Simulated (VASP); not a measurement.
Calculation: PBEsol GGA, VASP's PBE PAW potentials (set 64) (plane waves; VASP).

Input for VASP

### INCAR
```
! general
SYSTEM  = CdSe
PREC    = Accurate
ENCUT   = 240
LREAL   = .FALSE.
LASPH   = .TRUE.

! electronic loop
EDIFF   = 1E-6
NELM    = 100
ALGO    = Normal
LMAXMIX = 4

! smearing
ISMEAR  = 0
SIGMA   = 0.01

! functional
GGA     = PS

! ions
IBRION  = 2
NSW     = 50
ISIF    = 3
EDIFFG  = -0.01

! output
LWAVE   = .FALSE.
LCHARG  = .FALSE.
```

KPOINTS:
```
Automatic mesh
0
Gamma
6 6 6
0 0 0
```

### POSCAR
```
CdSe
1
    0.0000000000     3.0493920000     3.0493920000
    3.0493920000     0.0000000000     3.0493920000
    3.0493920000     3.0493920000     0.0000000000
Cd Se
1 1
Direct
  0.0000000000   0.0000000000   0.0000000000
  0.7500000000   0.7500000000   0.7500000000
```

POTCAR, in this order: Cd Se (PBE.64 set). Program: vasp_std.

The run wrote:

**OSZICAR**
```
       N       E                     dE             d eps       ncg     rms          rms(c)
DAV:   1     0.572151989875E+02    0.57215E+02   -0.60594E+03   440   0.659E+02
DAV:   2    -0.473610294497E+01   -0.61951E+02   -0.60298E+02   501   0.194E+02
DAV:   3    -0.652787161252E+01   -0.17918E+01   -0.17891E+01   481   0.331E+01
DAV:   4    -0.653492847997E+01   -0.70569E-02   -0.70565E-02   466   0.208E+00
DAV:   5    -0.653496641545E+01   -0.37935E-04   -0.37935E-04   466   0.145E-01    0.521E+00
DAV:   6    -0.615071292453E+01    0.38425E+00   -0.82600E-01   454   0.121E+01    0.384E+00
DAV:   7    -0.613336108574E+01    0.17352E-01   -0.15454E-01   451   0.293E+00    0.188E+00
DAV:   8    -0.613237205317E+01    0.98903E-03   -0.13670E-02   421   0.148E+00    0.195E-01
DAV:   9    -0.613219829563E+01    0.17376E-03   -0.20593E-03   471   0.628E-01    0.437E-02
DAV:  10    -0.613222010175E+01   -0.21806E-04   -0.17314E-04   426   0.163E-01    0.333E-02
DAV:  11    -0.613224242266E+01   -0.22321E-04   -0.50170E-05   421   0.605E-02    0.138E-02
DAV:  12    -0.613223988837E+01    0.25343E-05   -0.86205E-06   456   0.338E-02    0.402E-03
DAV:  13    -0.613224010667E+01   -0.21831E-06   -0.90226E-07   306   0.635E-03
   1 F= -.61322401E+01 E0= -.61322401E+01  d E =-.613224E+01
       N       E                     dE             d eps       ncg     rms          rms(c)
DAV:   1    -0.139867934262E+02   -0.78546E+01   -0.14261E+02   451   0.142E+02    0.206E+01
DAV:   2    -0.636328103616E+01    0.76235E+01   -0.27876E+01   426   0.872E+01    0.503E+00
DAV:   3    -0.598353430569E+01    0.37975E+00   -0.15232E+00   441   0.110E+01    0.273E+00
DAV:   4    -0.591062083477E+01    0.72913E-01   -0.16039E-01   436   0.221E+00    0.149E+00
DAV:   5    -0.590787040029E+01    0.27504E-02   -0.10799E-02   446   0.138E+00    0.611E-01
DAV:   6    -0.590794993506E+01   -0.79535E-04   -0.40200E-03   476   0.598E-01    0.115E-01
DAV:   7    -0.590789535956E+01    0.54576E-04   -0.16794E-04   461   0.149E-01    0.780E-02
DAV:   8    -0.590789391658E+01    0.14430E-05   -0.46072E-05   486   0.589E-02    0.101E-02
DAV:   9    -0.590789457046E+01   -0.65388E-06   -0.23674E-06   322   0.228E-02
   2 F= -.59078946E+01 E0= -.59078946E+01  d E =0.224346E+00
       N       E                     dE             d eps       ncg     rms          rms(c)
DAV:   1    -0.912395759633E+01   -0.32161E+01   -0.62799E+01   436   0.108E+02    0.129E+01
DAV:   2    -0.665376296322E+01    0.24702E+01   -0.47832E+00   421   0.328E+01    0.578E+00
DAV:   3    -0.628488414317E+01    0.36888E+00   -0.80773E-01   436   0.107E+01    0.491E+00
DAV:   4    -0.623661270773E+01    0.48271E-01   -0.60971E-02   431   0.184E+00    0.119E+00
DAV:   5    -0.623311774752E+01    0.34950E-02   -0.41045E-03   451   0.858E-01    0.458E-01
DAV:   6    -0.623285160815E+01    0.26614E-03   -0.18227E-03   446   0.503E-01    0.790E-02
DAV:   7    -0.623290622177E+01   -0.54614E-04   -0.25386E-04   456   0.202E-01    0.300E-02
DAV:   8    -0.623290441408E+01    0.18077E-05   -0.33899E-05   446   0.811E-02    0.576E-03
DAV:   9    -0.623290513016E+01   -0.71608E-06   -0.27588E-06   435   0.184E-02
   3 F= -.62329051E+01 E0= -.62329051E+01  d E =-.100665E+00
       N       E                     dE             d eps       ncg     rms          rms(c)
DAV:   1    -0.623382934789E+01   -0.92493E-03   -0.17022E-02   446   0.163E+00    0.179E-01
DAV:   2    -0.623309157021E+01    0.73778E-03   -0.16732E-03   431   0.599E-01    0.756E-02
DAV:   3    -0.623300686368E+01    0.84707E-04   -0.23550E-04   436   0.171E-01    0.590E-02
DAV:   4    -0.623300208570E+01    0.47780E-05   -0.15471E-05   441   0.389E-02    0.874E-03
DAV:   5    -0.623300200842E+01    0.77287E-07   -0.33375E-06   356   0.277E-02
   4 F= -.62330020E+01 E0= -.62330020E+01  d E =-.100762E+00
```

File OUTCAR:
```
------------------------ aborting loop because EDIFF is reached ----------------------------------------
  FORCE on cell =-STRESS in cart. coord.  units (eV):
  Direction    XX          YY          ZZ          XY          YZ          ZX
  --------------------------------------------------------------------------------------
  Total        0.0076960      0.0076960      0.0076960      0.0000000      0.0000000     -0.0000000
  in kB        0.2339870      0.2339870      0.2339870      0.0000000      0.0000000     -0.0000000
  external PRESSURE =       0.2339870 kB  Pullay stress =       0.0000000 kB
  volume of cell :       52.70
      direct lattice vectors                 reciprocal lattice vectors
     0.000000000  2.975666173  2.975666173    -0.168029601  0.168029601  0.168029601
     2.975666173  0.000000000  2.975666173     0.168029601 -0.168029601  0.168029601
     2.975666173  2.975666173  0.000000000     0.168029601  0.168029601 -0.168029601
  FREE ENERGIE OF THE ION-ELECTRON SYSTEM (eV)
  ---------------------------------------------------
  free  energy   TOTEN  =        -6.2330020084 eV

  energy  without entropy=       -6.2330020084  energy(sigma->0) =       -6.23300201

 reached required accuracy - stopping structural energy minimisation
```
(Selected blocks of OUTCAR.)

### CONTCAR
```
CdSe
   1.00000000000000
     0.0000000000000000    2.9756661730492469    2.9756661730492469
     2.9756661730492469    0.0000000000000000    2.9756661730492469
     2.9756661730492469    2.9756661730492469    0.0000000000000000
  Cd              Se
     1     1
Direct
     1.0000000000000000    0.0000000000000000    1.0000000000000000
     0.7500000000000000    0.7500000000000000    0.7500000000000000
```

At this cut-off the stress carries a Pulay error, which pulls relaxed volumes low.  Energy and stress use the plane-wave basis of the starting cell.

The structure comes from a computed database's CdSe entry; how it stands against other phases isn't given here. This run relaxes it. Symmetry was kept, so distortions that lower it aren't found. The run is one of a series of settings (EDIFFG = -0.01, ENCUT = 240, IBRION = 2, ISIF = 3, NSW = 50, KPOINTS 6×6×6 Γ-centred mesh against the base run), some of them coarse on purpose.
